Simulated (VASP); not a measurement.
Method: LDA (Ceperley-Alder, Perdew-Zunger), VASP's LDA PAW potentials (set 64) (plane waves; VASP).

VASP ran on this input.

INCAR:
```
# general
SYSTEM  = Ti3ZnN
PREC    = Accurate
ENCUT   = 400
LREAL   = .FALSE.
LASPH   = .TRUE.

# electronic loop
EDIFF   = 1E-6
NELM    = 100
ALGO    = Normal
LMAXMIX = 4

# smearing
ISMEAR  = -1
SIGMA   = 0.1

# ions
ISIF    = 2

# output
LWAVE   = .FALSE.
LCHARG  = .FALSE.
```

File KPOINTS:
```
Automatic mesh
0
Gamma
7 7 7
0 0 0
```

### POSCAR
```
Ti3ZnN
3.9596680
  1.0000000000   0.0000000000   0.0000000000
  0.0000000000   1.0000000000   0.0000000000
  0.0000000000   0.0000000000   1.0000000000
Zn N Ti
1 1 3
Cart
  0.0000000000   0.0000000000   0.0000000000
  0.5000000000   0.5000000000   0.5000000000
  0.0000000000   0.5000000000   0.5000000000
  0.5000000000   0.5000000000   0.0000000000
  0.5000000000   0.0000000000   0.5000000000
```

POTCAR, in this order: Zn N Ti_sv (LDA.64 set). Program: vasp_std.

The run wrote:

OSZICAR:
```
       N       E                     dE             d eps       ncg     rms          rms(c)
DAV:   1     0.569923776910E+03    0.56992E+03   -0.23587E+04  1272   0.195E+03
DAV:   2     0.337038092503E+02   -0.53622E+03   -0.52937E+03  1240   0.549E+02
DAV:   3    -0.435262808602E+02   -0.77230E+02   -0.76489E+02  2100   0.186E+02
DAV:   4    -0.496253747495E+02   -0.60991E+01   -0.60818E+01  1891   0.462E+01
DAV:   5    -0.498818376357E+02   -0.25646E+00   -0.25641E+00  1796   0.851E+00    0.256E+01
DAV:   6    -0.416037101868E+02    0.82781E+01   -0.53535E+01  1736   0.586E+01    0.887E+00
DAV:   7    -0.417357771275E+02   -0.13207E+00   -0.47871E+00  1717   0.122E+01    0.499E+00
DAV:   8    -0.417269654136E+02    0.88117E-02   -0.86391E-01  1725   0.483E+00    0.185E+00
DAV:   9    -0.417132168463E+02    0.13749E-01   -0.52571E-01  1879   0.425E+00    0.938E-01
DAV:  10    -0.417028711380E+02    0.10346E-01   -0.72534E-02  1721   0.187E+00    0.285E-01
DAV:  11    -0.417026398368E+02    0.23130E-03   -0.47553E-03  1931   0.417E-01    0.900E-02
DAV:  12    -0.417026403347E+02   -0.49797E-06   -0.30217E-04  1729   0.132E-01    0.317E-02
DAV:  13    -0.417026417044E+02   -0.13696E-05   -0.82205E-05  1669   0.562E-02    0.102E-02
DAV:  14    -0.417026430486E+02   -0.13443E-05   -0.13034E-05  1765   0.250E-02    0.666E-03
DAV:  15    -0.417026424504E+02    0.59825E-06   -0.34522E-06  1366   0.139E-02
   1 F= -.41702642E+02 E0= -.41649957E+02  d E =-.105371E+00
```

### OUTCAR
```
------------------------ aborting loop because EDIFF is reached ----------------------------------------
  FORCE on cell =-STRESS in cart. coord.  units (eV):
  Direction    XX          YY          ZZ          XY          YZ          ZX
  --------------------------------------------------------------------------------------
  Total        3.3325881      3.3325881      3.3325881      0.0000000      0.0000000     -0.0000000
  in kB       86.0034551     86.0034551     86.0034551      0.0000000      0.0000000     -0.0000000
  external PRESSURE =      86.0034551 kB  Pullay stress =       0.0000000 kB
  volume of cell :       62.08
      direct lattice vectors                 reciprocal lattice vectors
     3.959668000  0.000000000  0.000000000     0.252546426  0.000000000  0.000000000
     0.000000000  3.959668000  0.000000000     0.000000000  0.252546426  0.000000000
     0.000000000  0.000000000  3.959668000     0.000000000  0.000000000  0.252546426
 POSITION                                       TOTAL-FORCE (eV/Angst)
 -----------------------------------------------------------------------------------
      0.00000      0.00000      0.00000         0.000000      0.000000      0.000000
      1.97983      1.97983      1.97983         0.000000      0.000000      0.000000
      0.00000      1.97983      1.97983         0.000000      0.000000      0.000000
      1.97983      1.97983      0.00000         0.000000      0.000000      0.000000
      1.97983      0.00000      1.97983         0.000000      0.000000      0.000000
 -----------------------------------------------------------------------------------
    total drift:                                0.000000      0.000000      0.000000
  FREE ENERGIE OF THE ION-ELECTRON SYSTEM (eV)
  ---------------------------------------------------
  free  energy   TOTEN  =       -41.7026424504 eV

  energy  without entropy=      -41.5972717947  energy(sigma->0) =      -41.64995712
```
(Selected blocks of OUTCAR.)

At this cut-off the stress carries a Pulay error, which pulls relaxed volumes low.

The structure was generated: Ti3ZnN was put into an ordered model structure, which need not be its known phase. The cell was not relaxed at this level. The electron count is odd and the run is not spin-polarised, which forces a metal.
